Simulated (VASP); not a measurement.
An input for Quantum ESPRESSO's pw.x (written as the equivalent of a VASP run, and not itself run):

```
&CONTROL
  calculation = 'scf'
  pseudo_dir = './pseudo'
  outdir = './out'
  tprnfor = .true.
  tstress = .true.
/
&SYSTEM
  ibrav = 0
  nat = 2
  ntyp = 2
  ecutwfc = 88
  occupations = 'smearing'
  smearing = 'gaussian'
  degauss = 0.000735
  input_dft = 'pbe'
/
&ELECTRONS
  conv_thr = 7.3e-10
  electron_maxstep = 100
/
ATOMIC_SPECIES
  Na 22.990 Na.upf
  F 18.998 F.upf
CELL_PARAMETERS angstrom
     0.0000000    2.2837120    2.2837120
     2.2837120    0.0000000    2.2837120
     2.2837120    2.2837120    0.0000000
ATOMIC_POSITIONS crystal
  Na   0.0000000  0.0000000  0.0000000
  F    0.5000000  0.5000000  0.5000000
K_POINTS automatic
  6 6 6 0 0 0
```

### Question
Write the VASP files for the same calculation (PBE).

### Answer
One answer among several that fit: 
INCAR:
```
ALGO=Normal   # blocked Davidson
ENCUT=500
PREC=Normal
ISMEAR=0   # Gaussian
SYSTEM=NaF
LWAVE=.TRUE.
LASPH=.TRUE.
GGA=PE   # PBE
EDIFF=1E-8   # SCF stop (eV)
SIGMA=0.01   # width (eV)
NELM=100   # most electronic steps
LCHARG=.FALSE.
LREAL=.FALSE.
```

KPOINTS:
```
kpoints
0
G
 6 6 6
0 0 0
```

### POSCAR
```
NaF
1
    0.0000000000     2.2837120000     2.2837120000
    2.2837120000     0.0000000000     2.2837120000
    2.2837120000     2.2837120000     0.0000000000
Na F
1 1
Direct
  0.0000000000   0.0000000000   0.0000000000
  0.5000000000   0.5000000000   0.5000000000
```

POTCAR, in this order: Na_sv_GW F_GW_new (PBE.64 set). Program: vasp_std.

The two are equivalent in intent, not identical: the potentials are each code's own (VASP's PAW set, PseudoDojo norm-conserving files in pw.x), so ENCUT and ecutwfc are chosen apart and not converted; conv_thr bounds pw.x's estimated SCF error, while EDIFF bounds the energy change between steps.

The compound is NaF in the rock salt structure. This cell is one point of a volume scan, at 0.96 of the reference volume.
